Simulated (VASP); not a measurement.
Here is the system:

```
CELL_PARAMETERS angstrom
      0.00000     2.82500     2.82500
      2.82500     0.00000     2.82500
      2.82500     2.82500     0.00000
ATOMIC_POSITIONS crystal
  Ga 0.00000 0.00000 0.00000
  As 0.25000 0.25000 0.25000
```

All values below come from eigenvalue-self-consistent GW0 on PBE orbitals, VASP's PBE PAW potentials (set 64) (plane waves; VASP). Settings: PREC = Normal, 500 eV cut-off, 4×4×4 Γ-centred mesh, Gaussian smearing of 0.010 eV, potentials Ga_d_GW As_GW.

The mesh is coarse and the basis finite, so the quasiparticle values are not converged.

NBANDS = 160, ENCUTGW = 200 eV, NOMEGA = 64, 4 updates of the levels in G. The PBE levels (eV) are:

```json
[
 {"state": "k1 (0.00, 0.00, 0.00), band 6", "KS energy": "-8.83", "filling": "2"},
 {"state": "k1 (0.00, 0.00, 0.00), band 7", "KS energy": "3.91", "filling": "2"},
 {"state": "k1 (0.00, 0.00, 0.00), band 8", "KS energy": "3.91", "filling": "2"},
 {"state": "k1 (0.00, 0.00, 0.00), band 9", "KS energy": "3.91", "filling": "2"},
 {"state": "k1 (0.00, 0.00, 0.00), band 10", "KS energy": "4.43", "filling": "0"},
 {"state": "k1 (0.00, 0.00, 0.00), band 11", "KS energy": "7.61", "filling": "0"},
 {"state": "k1 (0.00, 0.00, 0.00), band 12", "KS energy": "7.61", "filling": "0"},
 {"state": "k1 (0.00, 0.00, 0.00), band 13", "KS energy": "7.61", "filling": "0"},
 {"state": "k7 (0.50, 0.50, 0.00), band 6", "KS energy": "-6.30", "filling": "2"},
 {"state": "k7 (0.50, 0.50, 0.00), band 7", "KS energy": "-2.94", "filling": "2"},
 {"state": "k7 (0.50, 0.50, 0.00), band 8", "KS energy": "1.22", "filling": "2"},
 {"state": "k7 (0.50, 0.50, 0.00), band 9", "KS energy": "1.22", "filling": "2"},
 {"state": "k7 (0.50, 0.50, 0.00), band 10", "KS energy": "5.35", "filling": "0"},
 {"state": "k7 (0.50, 0.50, 0.00), band 11", "KS energy": "5.55", "filling": "0"},
 {"state": "k7 (0.50, 0.50, 0.00), band 12", "KS energy": "14.07", "filling": "0"},
 {"state": "k7 (0.50, 0.50, 0.00), band 13", "KS energy": "14.07", "filling": "0"}
]
```

Problem. Give the quasiparticle energies and renormalisation factors Z.

Solution. 
```csv
state,QP energy (eV),Z
"k1 (0.00, 0.00, 0.00), band 6",-9.44,0.63
"k1 (0.00, 0.00, 0.00), band 7",3.30,0.76
"k1 (0.00, 0.00, 0.00), band 8",3.30,0.76
"k1 (0.00, 0.00, 0.00), band 9",3.30,0.76
"k1 (0.00, 0.00, 0.00), band 10",4.81,0.77
"k1 (0.00, 0.00, 0.00), band 11",7.57,0.76
"k1 (0.00, 0.00, 0.00), band 12",7.57,0.76
"k1 (0.00, 0.00, 0.00), band 13",7.57,0.76
"k7 (0.50, 0.50, 0.00), band 6",-6.89,0.69
"k7 (0.50, 0.50, 0.00), band 7",-3.62,0.70
"k7 (0.50, 0.50, 0.00), band 8",0.47,0.74
"k7 (0.50, 0.50, 0.00), band 9",0.47,0.74
"k7 (0.50, 0.50, 0.00), band 10",5.11,0.78
"k7 (0.50, 0.50, 0.00), band 11",5.45,0.77
"k7 (0.50, 0.50, 0.00), band 12",14.12,0.72
"k7 (0.50, 0.50, 0.00), band 13",14.12,0.72
```
On the mesh the gap opens from 0.51 to 1.51 eV.

The compound is GaAs in the zinc blende structure. The cell was not relaxed at this level. The k-mesh is coarse (spacing up to 0.48 per Å, 2π included), so the numbers may not be converged in it.
